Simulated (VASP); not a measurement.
# MgZn2 (Fd-3m) in VASP: density of states with LDA

Aim: the density of states of MgZn2 with LDA.

Program: VASP 6.6.1. These are calculated values, not measurements. Logs are shortened: lines on timing, memory, paths and dates and some standing lists are left out, and cuts for length are marked.

**1. Starting point**

It takes space group Fd-3m (No. 227, cubic). The conventional cell has a = 7.284 Å, b = 7.284 Å, c = 7.284 Å, α = 90.00°, β = 90.00°, γ = 90.00°. Around Mg (site symmetry -43m) lie 12 Zn at 3.02 Å and 4 Mg at 3.15 Å. Zn (site symmetry -3m) has 6 Zn at 2.58 Å as nearest neighbours.

The cell comes from a database or a generator and needn't be the stable form of this composition.

**2. Density of states, LDA**

POSCAR

```
MgZn2
1.0
    0.0000000000      3.6420500000      3.6420500000
    3.6420500000      0.0000000000      3.6420500000
    3.6420500000      3.6420500000      0.0000000000
Mg Zn
2 4
Direct
    0.7500000000      0.7500000000      0.7500000000
    0.5000000000      0.5000000000      0.5000000000
    0.1250000000      0.1250000000      0.1250000000
    0.6250000000      0.1250000000      0.1250000000
    0.1250000000      0.1250000000      0.6250000000
    0.1250000000      0.6250000000      0.1250000000
```

INCAR.step1

```
SYSTEM = MgZn2
ALGO = Normal
EDIFF = 1E-6
ENCUT = 520
GGA = CA
ISIF = 2
ISMEAR = -1
LASPH = .True.
LCHARG = .True.
LREAL = .False.
LWAVE = .False.
NBANDS = 35
NELM = 100
PREC = Accurate
SIGMA = 0.15
```

KPOINTS.step1

```
k-points
0
Gamma
  6 6 6
  0 0 0
```

INCAR.step2

```
SYSTEM = MgZn2
ALGO = Normal
EDIFF = 1E-6
ENCUT = 520
GGA = CA
ICHARG = 11
ISIF = 2
ISMEAR = -5
LASPH = .True.
LCHARG = .False.
LORBIT = 11
LREAL = .False.
LWAVE = .False.
NEDOS = 1001
NELM = 100
PREC = Accurate
SIGMA = 0.15
```

KPOINTS.step2

```
k-points
0
Gamma
  9 9 9
  0 0 0
```

Potentials or basis: VASP PAW LDA potentials, release 64 (Mg, Zn).

The run is started by

```
$ cat potpaw_LDA.64/Mg/POTCAR potpaw_LDA.64/Zn/POTCAR > POTCAR
$ cp INCAR.step1 INCAR
$ cp KPOINTS.step1 KPOINTS
$ mpirun -np 1 vasp_std > vasp.out
$ cp INCAR.step2 INCAR
$ cp KPOINTS.step2 KPOINTS
$ mpirun -np 1 vasp_std > vasp.out
```

OUTCAR:

```text
SYSTEM = MgZn2
   EDIFF = 1E-6
   ENCUT = 520
   GGA = CA
   ICHARG = 11
   ISIF = 2
   ISMEAR = -5
   LASPH = .True.
   LORBIT = 11
   LREAL = .False.
   NELM = 100
   PREC = Accurate

 ion  position               nearest neighbor table
   1  0.750  0.750  0.750-   3 3.02   5 3.02   6 3.02   4 3.02   4 3.02   6 3.02   3 3.02   4 3.02
                             5 3.02   3 3.02   5 3.02   6 3.02   2 3.15   2 3.15   2 3.15   2 3.15
   2  0.500  0.500  0.500-   3 3.02   5 3.02   6 3.02   3 3.02   4 3.02   5 3.02   3 3.02   4 3.02
                             6 3.02   4 3.02   5 3.02   6 3.02   1 3.15   1 3.15   1 3.15   1 3.15
   3  0.125  0.125  0.125-   4 2.58   5 2.58   6 2.58   5 2.58   6 2.58   4 2.58   2 3.02   1 3.02
                             2 3.02   1 3.02   2 3.02   1 3.02
   4  0.625  0.125  0.125-   3 2.58   5 2.58   6 2.58   3 2.58   5 2.58   6 2.58   1 3.02   2 3.02
                             1 3.02   2 3.02   1 3.02   2 3.02
   5  0.125  0.125  0.625-   3 2.58   3 2.58   4 2.58   6 2.58   6 2.58   4 2.58   1 3.02   2 3.02
                             2 3.02   1 3.02   2 3.02   1 3.02
   6  0.125  0.625  0.125-   3 2.58   5 2.58   3 2.58   4 2.58   5 2.58   4 2.58   1 3.02   1 3.02
                             2 3.02   1 3.02   2 3.02   2 3.02

  LATTYP: Found a face centered cubic cell.
 ALAT       =     7.2841000000

  Lattice vectors:

 A1 = (   0.0000000000,   3.6420500000,   3.6420500000)
 A2 = (   3.6420500000,   0.0000000000,   3.6420500000)
 A3 = (   3.6420500000,   3.6420500000,   0.0000000000)

Analysis of symmetry for initial positions (statically):
=====================================================================
 Subroutine PRICEL returns:
 Original cell was already a primitive cell.

 Routine SETGRP: Setting up the symmetry group for a
 face centered cubic supercell.

 Subroutine GETGRP returns: Found 48 space group operations
 (whereof 24 operations were pure point group operations)
 out of a pool of 48 trial point group operations.

The static configuration has the point symmetry T_d .
 The point group associated with its full space group is O_h .

Analysis of symmetry for dynamics (positions and initial velocities):
=====================================================================
 Subroutine PRICEL returns:
 Original cell was already a primitive cell.

 Routine SETGRP: Setting up the symmetry group for a
 face centered cubic supercell.

 Subroutine GETGRP returns: Found 48 space group operations
 (whereof 24 operations were pure point group operations)
 out of a pool of 48 trial point group operations.

The dynamic configuration has the point symmetry T_d .
 The point group associated with its full space group is O_h .

 Subroutine INISYM returns: Found 48 space group operations
 (whereof 24 operations are pure point group operations),
 and found     1 'primitive' translations

----------------------------------------------------------------------------------------

                                     Primitive cell

  volume of cell :      96.6201

  direct lattice vectors                    reciprocal lattice vectors
     0.000000000  3.642050000  3.642050000    -0.137285320  0.137285320  0.137285320
     3.642050000  0.000000000  3.642050000     0.137285320 -0.137285320  0.137285320
     3.642050000  3.642050000  0.000000000     0.137285320  0.137285320 -0.137285320

  length of vectors
     5.150636505  5.150636505  5.150636505     0.237785150  0.237785150  0.237785150

  position of ions in fractional coordinates (direct lattice)
     0.750000000  0.750000000  0.750000000
     0.500000000  0.500000000  0.500000000
     0.125000000  0.125000000  0.125000000
     0.625000000  0.125000000  0.125000000
     0.125000000  0.125000000  0.625000000
     0.125000000  0.625000000  0.125000000

  ion indices of the primitive-cell ions
   primitive index   ion index
                 1           1
                 2           2
                 3           3
                 4           4
                 5           5
                 6           6

----------------------------------------------------------------------------------------

 KPOINTS: k-points

Automatic generation of k-mesh.
 Grid dimensions read from file:
 generate k-points for:    9    9    9

 Generating k-lattice:

  Cartesian coordinates                     Fractional coordinates (reciprocal lattice)
    -0.015253924  0.015253924  0.015253924     0.111111111  0.000000000  0.000000000
     0.015253924 -0.015253924  0.015253924     0.000000000  0.111111111  0.000000000
     0.015253924  0.015253924 -0.015253924     0.000000000  0.000000000  0.111111111

  Length of vectors
     0.026420572  0.026420572  0.026420572

  Shift w.r.t. Gamma in fractional coordinates (k-lattice)
     0.000000000  0.000000000  0.000000000

 TETIRR: Found    115 inequivalent tetrahedra from     4374

 Subroutine IBZKPT returns following result:
 ===========================================

 Found     35 irreducible k-points:

 Following reciprocal coordinates:
            Coordinates               Weight
  0.000000  0.000000  0.000000      1.000000
  0.111111  0.000000  0.000000      8.000000
  0.222222  0.000000  0.000000      8.000000
  0.333333  0.000000  0.000000      8.000000
  0.444444  0.000000  0.000000      8.000000
  0.111111  0.111111  0.000000      6.000000
[... 16 lines left out ...]
 -0.333333  0.333333  0.000000     12.000000
  0.444444  0.444444  0.000000      6.000000
 [... further k-points ...]
   k-points           NKPTS =     35   k-points in BZ     NKDIM =     35   number of bands    NBANDS=     31
   number of dos      NEDOS =   1001   number of ions     NIONS =      6
   total plane-waves  NPLWV =  64000
   dimension x,y,z NGX =    40 NGY =   40 NGZ =   40
   dimension x,y,z NGXF=    80 NGYF=   80 NGZF=   80
   ions per type =               2   4
   NGX,Y,Z   is equivalent  to a cutoff of  12.91, 12.91, 12.91 a.u.
   NGXF,Y,Z  is equivalent  to a cutoff of  25.82, 25.82, 25.82 a.u.
 SYSTEM =  MgZn2
   PREC   = accura    normal or accurate (medium, high low for compatibility)
   ISTART =      0    job   : 0-new  1-cont  2-samecut
   ICHARG =     11    charge: 1-file 2-atom 10-const
   ISPIN  =      1    spin polarized calculation?
   LNONCOLLINEAR =      F non collinear calculations
   LSORBIT =      F    spin-orbit coupling
   LASPH  =      T    aspherical Exc in radial PAW
   ENCUT  =  520.0 eV  38.22 Ry    6.18 a.u.   9.58  9.58  9.58*2*pi/ulx,y,z
   NELM   =    100;   NELMIN=  2; NELMDL=  0     # of ELM steps
   EDIFF  = 0.1E-05   stopping-criterion for ELM
   LREAL  =      F    real-space projection
   EDIFFG = 0.1E-04   stopping-criterion for IOM
   NSW    =      0    number of steps for IOM
   IBRION =     -1    ionic relax: 0-MD 1-quasi-New 2-CG
   NFREE  =      0    steps in history (QN), initial steepest desc. (CG)
   ISIF   =      2    stress and relaxation
   ISYM   =      2    0-nonsym 1-usesym 2-fastsym
   POTIM  = 0.5000    time-step for ionic-motion
   TEBEG  =    0.0;   TEEND  =   0.0 temperature during run
   PSTRESS=    0.0 pullay stress
   NELECT =      52.0000    total number of electrons
   NUPDOWN=      -1.0000    fix difference up-down
   EMIN   =  10.00;   EMAX   =-10.00  energy-range for DOS
   EFERMI =   0.00;   METHOD = LEGACY
   ISMEAR =    -5;   SIGMA  =   0.15  broadening in eV -4-tet -1-fermi 0-gaus
   EFERMI_NEDOS =   21; number of points for ismear=-14 and -15
   IALGO  =     38    algorithm
   IMIX   =      4    mixing-type and parameters
     AMIX     =   0.40;   BMIX     =  1.00
     AMIX_MAG =   1.60;   BMIX_MAG =  1.00
  volume/ion in A,a.u.               =      16.10       108.67
  Fermi-wavevector in a.u.,A,eV,Ry     =   1.331640  2.516434 24.126723  1.773264
  Thomas-Fermi vector in A             =   2.460635
   LORBIT       =     11    0 simple, 1 ext, 2 COOP (PROOUT), +10 PAW based schemes
   GGA     = CA    functional components
   LHFCALC =     F    Hartree Fock is set to
   AEXX    =    0.0000 exact exchange contribution
   IVDW    =     0    specifies the selected vdW correction
   LEPSILON=     F    determine dielectric tensor
   LRPA    =     F    only Hartree local field effects (RPA)
 non-spin polarized calculation
 Fermi weights with tetrahedron method with Bloechl corrections
  energy-cutoff  :      520.00
  volume of cell :       96.62
 maximum number of plane-waves:      2646

 number of electron      52.0000017 magnetization

 Free energy of the ion-electron system (eV)
  ---------------------------------------------------
  ext. energy  EPLUGINS =         0.00000000
  ---------------------------------------------------
  free energy    TOTEN  =       -12.30047710 eV

  energy without entropy =      -12.30047710  energy(sigma->0) =      -12.30047710

 E-fermi :   3.3804     XC(G=0): -10.9736

 val. band max:        3.3469081571   @ k =   0.1111   0.1111   0.0000
 cond. band min:       3.2491896936   @ k =   0.0000   0.0000   0.0000
 fundamental gap:     -0.0977184636
 Fermi energy:         3.3804271153

 k-point     1 :       0.0000    0.0000    0.0000
  band No.  band energies     occupation
      1      -6.7906      2.00000
      2      -5.3588      2.00000
      3      -5.1819      2.00000
      4      -5.1819      2.00000
      5      -5.1819      2.00000
      6      -4.9336      2.00000
[... 23 lines left out ...]
     30       4.4449      0.00000
     31       4.4449      0.00000

 k-point     2 :       0.1111    0.0000    0.0000
  band No.  band energies     occupation
      1      -6.7007      2.00000
      2      -5.3184      2.00000
      3      -5.1741      2.00000
      4      -5.1588      2.00000
      5      -5.1588      2.00000
      6      -4.9213      2.00000
[... 740 lines left out ...]
 k-point    24 :       0.4444    0.4444    0.0000
  band No.  band energies     occupation
      1      -5.4092      2.00000
      2      -5.1760      2.00000
      3      -4.8842      2.00000
      4      -4.8049      2.00000
      5      -4.8049      2.00000
      6      -4.7505      2.00000
[... 23 lines left out ...]
     30       8.0571      0.00000
     31       8.5708      0.00000

 [... further k-points ...]
[... 5 lines left out ...]
  --------------------------------------------------------------------------------------
  -------------------------------------------------------------------------------------
  Total       -2.6540297     -2.6540297     -2.6540297      0.0000000      0.0000000      0.0000000
  in kB      -44.0097242    -44.0097242    -44.0097242      0.0000000      0.0000000      0.0000000
  external PRESSURE =     -44.0097242 kB  Pullay stress =       0.0000000 kB

 VOLUME and BASIS-vectors are now :
 -----------------------------------------------------------------------------
  energy-cutoff  :      520.00
  volume of cell :       96.62
      direct lattice vectors                 reciprocal lattice vectors
     0.000000000  3.642050000  3.642050000    -0.137285320  0.137285320  0.137285320
     3.642050000  0.000000000  3.642050000     0.137285320 -0.137285320  0.137285320
     3.642050000  3.642050000  0.000000000     0.137285320  0.137285320 -0.137285320

 POSITION                                       TOTAL-FORCE (eV/Angst)
 -----------------------------------------------------------------------------------
      5.46307      5.46307      5.46307         0.000000      0.000000      0.000000
      3.64205      3.64205      3.64205        -0.000000     -0.000000     -0.000000
      0.91051      0.91051      0.91051        -0.000000     -0.000000      0.000000
      0.91051      2.73154      2.73154        -0.000000     -0.000000      0.000000
      2.73154      2.73154      0.91051        -0.000000     -0.000000      0.000000
      2.73154      0.91051      2.73154        -0.000000     -0.000000      0.000000
 -----------------------------------------------------------------------------------
    total drift:                                0.000000     -0.000000      0.000000

  FREE ENERGIE OF THE ION-ELECTRON SYSTEM (eV)
  ---------------------------------------------------
  free  energy   TOTEN  =       -12.3004770967 eV

  energy  without entropy=      -12.3004770967  energy(sigma->0) =      -12.30047710

 total charge

# of ion       s       p       d       tot
------------------------------------------
    1        0.179   0.142   0.022   0.342
    2        0.179   0.142   0.022   0.342
    3        0.622   0.535   9.710  10.866
    4        0.622   0.535   9.710  10.866
    5        0.622   0.535   9.710  10.866
    6        0.622   0.535   9.710  10.866
--------------------------------------------------
tot          2.844   2.422  38.883  44.148
```

Wall time 2 min (1 thread of AMD EPYC 7R13 (Zen 3), shared host); peak memory 0.2 GiB.

What came out:

```
Valence electrons inside the program's atomic spheres : Mg 0.34; Zn 10.87
```

States per cell in windows of 1 eV (zero at the Fermi level; states under -8 eV left out):
```csv
from (eV),total,Zn3_d,Zn4_d,Zn5_d,Zn6_d,Zn3_p,Zn4_p
-8.0,24.62,5.76,5.76,5.76,5.76,0.03,0.03
-7.0,1.23,0.06,0.06,0.06,0.06,0.03,0.03
-6.0,0.88,0.02,0.02,0.02,0.02,0.03,0.03
-5.0,1.37,0.03,0.03,0.03,0.03,0.06,0.06
-4.0,1.55,0.03,0.03,0.03,0.03,0.07,0.07
-3.0,1.58,0.03,0.03,0.03,0.03,0.08,0.08
-2.0,1.95,0.03,0.03,0.03,0.03,0.11,0.11
-1.0,1.59,0.03,0.03,0.03,0.03,0.09,0.09
0.0,1.75,0.04,0.04,0.04,0.04,0.08,0.08
1.0,2.23,0.05,0.05,0.05,0.05,0.09,0.09
2.0,2.05,0.04,0.04,0.04,0.04,0.09,0.09
3.0,2.04,0.04,0.04,0.04,0.04,0.09,0.09
4.0,1.65,0.03,0.03,0.03,0.03,0.07,0.07
5.0,0.29,0.01,0.01,0.01,0.01,0.01,0.01
6.0,0.00,0.00,0.00,0.00,0.00,0.00,0.00
```

Caveat: tetrahedron occupations give inexact forces and stress in metals.
